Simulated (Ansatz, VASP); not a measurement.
## Ge (amorphous Ge) in two plane-wave programs

Wanted: the spread between two codes on one cell, functional and k mesh. Of the first pair: The structure shown is the start of the Ansatz relaxation below; VASP solves that cell, so the two are compared at the walk's first step.

Program: Ansatz 0.2.0. Level of theory: plane waves, with VASP 6.6.1 beside it; single point at revPBE. Results are calculated unless marked as measured.

### 1. The structure

The cell holds 61 atoms: 61 Ge. Cell: a = 11.188 Å, b = 11.188 Å, c = 11.188 Å, α = 90.0°, β = 90.0°, γ = 90.0°. As first built, before any earlier steps moved the atoms (in the runner's words): 61 atoms (61 Ge) placed at random at 5.25 g/cm^3, melted at 3500 K for 10 ps at fixed volume with the Tersoff potential (Tersoff, Phys. Rev. B 39, 5566 (1989)). Quenched from 3500 K to 500 K at 3 K/ps and fixed volume, held 5 ps.

### 2. Ansatz: relaxation, revPBE

Ansatz runs on its default PAW (the set named soft_2) files.

The two programs are compared at the cell with which this relaxation starts, whose forces are those of its first step.

Input file input.yaml:

```yaml
crystal:
  lattice:
    - [11.1875, 0.0, 0.0]
    - [0.0, 11.1875, 0.0]
    - [0.0, 0.0, 11.1875]
  atoms:
    - { symbol: Ge, position: [0.20699, 0.75095, 0.53111] }
    - { symbol: Ge, position: [0.72232, 0.04994, 0.43601] }
    - { symbol: Ge, position: [0.07626, 0.2107, 0.75104] }
    - { symbol: Ge, position: [0.70829, 0.29301, 0.72072] }
    - { symbol: Ge, position: [0.15203, 0.19666, 0.18113] }
    - { symbol: Ge, position: [0.58672, 0.36453, 0.33931] }
    - { symbol: Ge, position: [0.00256, 0.57002, 0.32419] }
    - { symbol: Ge, position: [0.12994, 0.01351, 0.84389] }
    - { symbol: Ge, position: [0.62448, 0.25977, 0.93811] }
    - { symbol: Ge, position: [0.35327, 0.68115, 0.688] }
    - { symbol: Ge, position: [0.73609, 0.37712, 0.51352] }
    - { symbol: Ge, position: [0.24863, 0.54804, 0.8228] }
    - { symbol: Ge, position: [0.05554, 0.66782, 0.83152] }
    - { symbol: Ge, position: [0.95362, 0.69018, 0.02867] }
    - { symbol: Ge, position: [0.27871, 0.87397, 0.15516] }
    - { symbol: Ge, position: [0.87014, 0.22514, 0.4377] }
    - { symbol: Ge, position: [0.44796, 0.82514, 0.81427] }
    - { symbol: Ge, position: [0.88542, 0.91328, 0.3568] }
    - { symbol: Ge, position: [0.78468, 0.9271, 0.77869] }
    - { symbol: Ge, position: [0.26834, 0.51491, 0.16306] }
    - { symbol: Ge, position: [0.48473, 0.67908, 0.40059] }
    - { symbol: Ge, position: [0.19404, 0.20338, 0.39659] }
    - { symbol: Ge, position: [0.67418, 0.47724, 0.18333] }
    - { symbol: Ge, position: [0.1758, 0.36713, 0.04584] }
    - { symbol: Ge, position: [0.12928, 0.68791, 0.18843] }
    - { symbol: Ge, position: [0.98236, 0.44397, 0.99509] }
    - { symbol: Ge, position: [0.62242, 0.78194, 0.08404] }
    - { symbol: Ge, position: [0.90946, 0.22009, 0.21853] }
    - { symbol: Ge, position: [0.66178, 0.742, 0.74067] }
    - { symbol: Ge, position: [0.91251, 0.33689, 0.80301] }
    - { symbol: Ge, position: [0.39224, 0.05725, 0.42088] }
    - { symbol: Ge, position: [0.38423, 0.57556, 0.9866] }
    - { symbol: Ge, position: [0.42312, 0.78341, 0.01554] }
    - { symbol: Ge, position: [0.04322, 0.92542, 0.52181] }
    - { symbol: Ge, position: [0.65737, 0.67681, 0.26587] }
    - { symbol: Ge, position: [0.93367, 0.89045, 0.12707] }
    - { symbol: Ge, position: [0.54869, 0.60469, 0.59976] }
    - { symbol: Ge, position: [0.72584, 0.64864, 0.92607] }
    - { symbol: Ge, position: [0.34106, 0.02476, 0.78796] }
    - { symbol: Ge, position: [0.45117, 0.11383, 0.62612] }
    - { symbol: Ge, position: [0.70375, 0.14094, 0.10846] }
    - { symbol: Ge, position: [0.75012, 0.94625, 0.01274] }
    - { symbol: Ge, position: [0.4144, 0.18719, 0.933] }
    - { symbol: Ge, position: [0.56148, 0.15013, 0.2869] }
    - { symbol: Ge, position: [0.25322, 0.39228, 0.49681] }
    - { symbol: Ge, position: [0.38479, 0.48571, 0.3461] }
    - { symbol: Ge, position: [0.04905, 0.14327, 0.53775] }
    - { symbol: Ge, position: [0.11056, 0.55216, 0.50933] }
    - { symbol: Ge, position: [0.36104, 0.1035, 0.14772] }
    - { symbol: Ge, position: [0.5477, 0.43581, 0.73337] }
    - { symbol: Ge, position: [0.1037, 0.00941, 0.06866] }
    - { symbol: Ge, position: [0.00153, 0.87037, 0.73306] }
    - { symbol: Ge, position: [0.37757, 0.32202, 0.66683] }
    - { symbol: Ge, position: [0.96876, 0.53075, 0.68886] }
    - { symbol: Ge, position: [0.25616, 0.32241, 0.84157] }
    - { symbol: Ge, position: [0.79066, 0.60254, 0.5783] }
    - { symbol: Ge, position: [0.82532, 0.70586, 0.38527] }
    - { symbol: Ge, position: [0.67565, 0.08942, 0.65159] }
    - { symbol: Ge, position: [0.34755, 0.84867, 0.36641] }
    - { symbol: Ge, position: [0.88478, 0.44063, 0.17891] }
    - { symbol: Ge, position: [0.57843, 0.48083, 0.96915] }
kpoints:
  mp_grid: { grid: [1, 1, 1] }
hamiltonian:
  xc: revpbe
scf:
  occupations: { method: fermi_dirac, width: 0.05 }
output:
  forces: true
relax:
  f_tol: 0.05
  max_steps: 137
```

The run is started by

```bash
> ansatz run input.yaml --threads 4 --pin off --max-ram 8192MiB --backend cpu --events-out ev --progress --plain --runs-dir out
```

Numbers of over 12 decimals in the logs are rounded to 6 here.

Log:

```text
Engine: ansatz 0.2.0, aarch64-unknown-linux-gnu
Pseudopotentials: kind: paw
Pseudopotential: Ge, paw, valence charge 14, recommended cutoff 420 eV (normal), Ge.paw.azcp
Functional definition: revPBE
  parameter kappa = 1.245
  parameter beta = 0.066725
  exchange = pbe_x(kappa = kappa, mu = beta*pi^2/3)
  correlation = pbe_c(beta = beta)
Crystal: 61 atoms, lattice volume = 1400.229 Å³
Basis set: ecut = 420 eV, 27369 PW (Γ), exchange–correlation on 150×150×150 points (8 copies of the dense FFT grid, shifted against one another)
Bands: 513, of which v1, the nominal top of the filled ones, is band 427 counted from 1 (426 counted from 0)
Symmetry: 1 space group operations
Space group: P1 (ITA 1), of the structure as read, at distance tolerance 1.1e-4 Å
k-points: 1
Non-local potential: Ge, projectors of the file, l = 0: 2, l = 1: 2, l = 2: 3, l = 3: 1
PAW form: soft (Blöchl's): semilocal exchange-correlation on the pseudo side does not see the compensation charge
PAW frozen core: Ge, regenerated for the run's functional, and the local potential with it (the file was generated under x = pbe(κ = 0.804, μ = 0.219515), c = pbe(β = 0.066725))
PAW one-centre angular grid: Ge, 590 points (default); XC on 64 Gauss nodes
Initial density: superposition of atomic densities (neutral atoms: chi_scale 0, normalization atom), corrected by the library's trained network
Initial wavefunctions: pseudopotential atomic-orbital guess
Functional: x = revpbe(κ = 1.245, μ = 0.219515), c = pbe(β = 0.066725)
SCF iter   1: F=—  HF=-262224.581941 eV  |F-HF|=—  |Δ(HF+E_count)|=         —  Δρ=4.53e-3  dr2=8.54e-1  ethr=1.77e-3  ⟨swp⟩=6.0  Hψ=1821  notcnv=0
preconditioner: auto → LDOS  [metal: Δε(μ)=0.068 eV  Ē_g=22.201 eV  σ=0.050 eV  W_gap=0.33  n_scr=388 (ndim 8)  ℏωp=29.0 eV  f_vac=0.073  D(μ)=19.13/eV (n_scr^D=80)  β→1.0]
SCF iter   2: F=—  HF=-262224.506508 eV  |F-HF|=—  |Δ(HF+E_count)|=   7.54e-2  Δρ=3.02e-3  dr2=2.46e-1  ethr=1.00e-4  ⟨swp⟩=2.0  Hψ=1034  notcnv=0  defer=69
SCF iter   3: F=—  HF=-262224.419134 eV  |F-HF|=—  |Δ(HF+E_count)|=   8.74e-2  Δρ=8.21e-4  dr2=2.64e-2  ethr=2.89e-5  ⟨swp⟩=2.0  Hψ=888  notcnv=0  defer=69
SCF iter   4: F=—  HF=-262224.412517 eV  |F-HF|=—  |Δ(HF+E_count)|=   6.62e-3  Δρ=2.43e-4  dr2=2.38e-3  ethr=3.10e-6  ⟨swp⟩=2.0  Hψ=933  notcnv=0  defer=69
SCF iter   5: F=—  HF=-262224.412466 eV  |F-HF|=—  |Δ(HF+E_count)|=   5.15e-5  Δρ=9.62e-5  dr2=3.77e-4  ethr=2.79e-7  ⟨swp⟩=2.0  Hψ=874  notcnv=0  defer=69
SCF iter   6: F=-262224.412412 eV  HF=-262224.412442 eV  |F-HF|=3.05e-5  |Δ(HF+E_count)|=   2.36e-5  Δρ=3.47e-5  dr2=4.34e-5  ethr=7.32e-9  ⟨swp⟩=2.0  Hψ=1510  notcnv=0
SCF 1 converged in 6 iterations: F = -262224.412412 eV  dr2 = 4.34e-5
  greatest PAW one-centre occupation: 0.998 electrons in one spin orbital (limit 2), on the Ge atom at site 49 (counted from 0), in its partial waves of l = 2
relax step   1: F+E_penalty+E_count = -262224.41241179 eV  Δ(F+E_penalty+E_count) = +0.000e0 eV  max|allowed force component| = 1.644e0 eV/Å  Δτ_max = 0.0000 Å  (6 SCF iters, dr2 threshold 6.25e-5 eV, accepted)
Initial density: handed on by an earlier stage of this run
Initial wavefunctions: those handed on with the density
iter 1 solved again at ethr=7.93e-5 eV; its pass at ethr=3.10e-3 eV (dr2=6.77e-1 eV) is discarded
SCF iter   1: F=—  HF=-262227.183771 eV  |F-HF|=—  |Δ(HF+E_count)|=         —  Δρ=8.30e-3  dr2=6.82e-1  ethr=7.93e-5  ⟨swp⟩=1.0  Hψ=1639  notcnv=0  defer=69
preconditioner: auto → LDOS  [metal: Δε(μ)=0.088 eV  Ē_g=22.185 eV  σ=0.050 eV  W_gap=0.41  n_scr=388 (ndim 8)  ℏωp=29.0 eV  f_vac=0.076  D(μ)=17.40/eV (n_scr^D=80)  β→1.0]
SCF iter   2: F=—  HF=-262227.219645 eV  |F-HF|=—  |Δ(HF+E_count)|=   3.59e-2  Δρ=2.44e-3  dr2=2.83e-1  ethr=7.93e-5  ⟨swp⟩=2.0  Hψ=883  notcnv=0  defer=69
SCF iter   3: F=—  HF=-262227.165645 eV  |F-HF|=—  |Δ(HF+E_count)|=   5.40e-2  Δρ=9.33e-4  dr2=4.47e-2  ethr=3.32e-5  ⟨swp⟩=2.0  Hψ=887  notcnv=0  defer=69
SCF iter   4: F=—  HF=-262227.156063 eV  |F-HF|=—  |Δ(HF+E_count)|=   9.58e-3  Δρ=2.74e-4  dr2=3.12e-3  ethr=5.23e-6  ⟨swp⟩=2.0  Hψ=594  notcnv=0  defer=69
SCF iter   5: F=—  HF=-262227.155621 eV  |F-HF|=—  |Δ(HF+E_count)|=   4.42e-4  Δρ=1.09e-4  dr2=4.73e-4  ethr=3.65e-7  ⟨swp⟩=2.0  Hψ=872  notcnv=0  defer=69
SCF iter   6: F=-262227.155494 eV  HF=-262227.155573 eV  |F-HF|=7.87e-5  |Δ(HF+E_count)|=   4.79e-5  Δρ=4.65e-5  dr2=9.35e-5  ethr=1.17e-8  ⟨swp⟩=2.0  Hψ=1501  notcnv=0
SCF 2 converged in 6 iterations: F = -262227.155494 eV  dr2 = 9.35e-5
  greatest PAW one-centre occupation: 0.998 electrons in one spin orbital (limit 2), on the Ge atom at site 48 (counted from 0), in its partial waves of l = 2
relax step   2: F+E_penalty+E_count = -262227.15549396 eV  Δ(F+E_penalty+E_count) = -2.743e0 eV  max|allowed force component| = 5.258e-1 eV/Å  Δτ_max = 0.1948 Å  (6 SCF iters, dr2 threshold 1.00e-4 eV, accepted)
[...]
E_vpaw       = -18917.014931  (= ΣTr[D̂ρ^β])
  E_aug_tail   = 0.019489  (compensation charges beyond the density's cutoff)
  E_ewald      = -80667.890920
  E_core_change = -7.963418  (= ΣΔE_core)
  E_smearing   = -0.027062  (= −TS)
  E_closure    = 0.000000  (closes the sum)
  Σ components = -262228.089153   (vs F -262228.089153, Δ=0.00e0)
--- Forces (eV/Å), atoms counted from 1 ---
  atom   1  Ge     0.00198514    -0.00084409     0.01188507
  atom   2  Ge     0.00376792     0.00391672    -0.00091574
  atom   3  Ge     0.01219838     0.00193497     0.00724596
  atom   4  Ge     0.00001140     0.01410037    -0.01363647
  atom   5  Ge    -0.00632510     0.00406502     0.01261975
  atom   6  Ge     0.00453982    -0.01029658     0.00055452
  atom   7  Ge     0.00530288     0.01242626    -0.00784803
  atom   8  Ge    -0.00344546     0.00213241     0.00365045
  atom   9  Ge    -0.00054691    -0.01005253     0.00494147
  atom  10  Ge    -0.00302851     0.00374104    -0.00632950
  atom  11  Ge    -0.00740863     0.00893819     0.01081675
  atom  12  Ge    -0.00029230    -0.00624551     0.00976361
  atom  13  Ge     0.00580422    -0.00727235    -0.00600228
  atom  14  Ge    -0.02246088     0.03311060     0.01824365
  atom  15  Ge    -0.02259151    -0.02747830    -0.00773451
  atom  16  Ge     0.00165229     0.00022295     0.01017046
  atom  17  Ge     0.00889107    -0.01189516    -0.01458288
  atom  18  Ge    -0.00859069    -0.00855636     0.00406205
  atom  19  Ge    -0.00815512     0.00280308     0.00330208
  atom  20  Ge     0.00029447     0.00105154     0.00072500
  atom  21  Ge     0.00094727    -0.00328409     0.00545837
  atom  22  Ge    -0.00950091     0.00971096    -0.00711456
  atom  23  Ge     0.00059193     0.00559108    -0.00402685
  atom  24  Ge     0.00829329    -0.01256796     0.00910475
[...]
atom  54  Ge    -0.00372212     0.00023994    -0.00796453
  atom  55  Ge     0.01221920    -0.01053519    -0.01955045
  atom  56  Ge    -0.00928871     0.00794818     0.01756957
  atom  57  Ge    -0.00141946     0.01248798    -0.01054633
  atom  58  Ge    -0.01205417    -0.01212552     0.00287012
  atom  59  Ge     0.00892068     0.00775499     0.00408099
  atom  60  Ge    -0.00629576    -0.00271781     0.00968806
  atom  61  Ge     0.01314896     0.01876565    -0.00727987
  max |Σ_I F_I| component: 1.05e-5 eV/Å
--- Relaxed structure (10 steps of the walk, 10 accepted, 0 SCFs on fresh bases) ---
  F+E_penalty+E_count = -262228.08915268 eV   max|allowed force component| = 3.311e-2 eV/Å
  atoms:
    - { symbol: Ge, position: [0.194189, 0.754340, 0.525114] }
    - { symbol: Ge, position: [0.739024, 0.045797, 0.449841] }
    - { symbol: Ge, position: [0.078037, 0.218099, 0.755963] }
    - { symbol: Ge, position: [0.718286, 0.278682, 0.723004] }
    - { symbol: Ge, position: [0.109648, 0.185188, 0.189202] }
    - { symbol: Ge, position: [0.586655, 0.344570, 0.344087] }
    - { symbol: Ge, position: [-0.00669627, 0.568596, 0.310687] }
    - { symbol: Ge, position: [0.126861, 0.024738, 0.849848] }
    - { symbol: Ge, position: [0.602254, 0.256979, 0.929106] }
    - { symbol: Ge, position: [0.343244, 0.704695, 0.685512] }
    - { symbol: Ge, position: [0.734560, 0.378896, 0.511099] }
    - { symbol: Ge, position: [0.248960, 0.567229, 0.828445] }
    - { symbol: Ge, position: [0.053116, 0.683004, 0.802492] }
    - { symbol: Ge, position: [0.960109, 0.671218, -0.00304207] }
    - { symbol: Ge, position: [0.262520, 0.838338, 0.160352] }
    - { symbol: Ge, position: [0.875744, 0.216852, 0.457410] }
    - { symbol: Ge, position: [0.441364, 0.850966, 0.823646] }
    - { symbol: Ge, position: [0.897548, 0.912074, 0.365073] }
    - { symbol: Ge, position: [0.781955, 0.941542, 0.801060] }
    - { symbol: Ge, position: [0.284864, 0.494643, 0.160831] }
    - { symbol: Ge, position: [0.490035, 0.688541, 0.388504] }
    - { symbol: Ge, position: [0.216774, 0.198060, 0.392354] }
    - { symbol: Ge, position: [0.670805, 0.476781, 0.189251] }
    - { symbol: Ge, position: [0.171898, 0.342002, 0.045299] }
[...]
- { symbol: Ge, position: [0.955882, 0.535444, 0.670995] }
    - { symbol: Ge, position: [0.252301, 0.343112, 0.812616] }
    - { symbol: Ge, position: [0.775873, 0.588557, 0.555555] }
    - { symbol: Ge, position: [0.837710, 0.704791, 0.379578] }
    - { symbol: Ge, position: [0.668133, 0.072628, 0.656286] }
    - { symbol: Ge, position: [0.330664, 0.841833, 0.372769] }
    - { symbol: Ge, position: [0.884211, 0.422239, 0.181423] }
    - { symbol: Ge, position: [0.594789, 0.475617, 0.978754] }
```

(Part 1 of 2 ends here.)

[Lines on the potential files, build, host, timing and source positions are cut from VASP's logs without a mark.]

[Logs are printed without paths, hosts, clocks, repeated set-up lines and the standing remarks that a program may print on its own settings, such as how far it seeks lower states.]

[Hosts, paths, dates, database ids (printed as entryN), source tags and the programs' standing remarks are cut or masked in the printed files.]
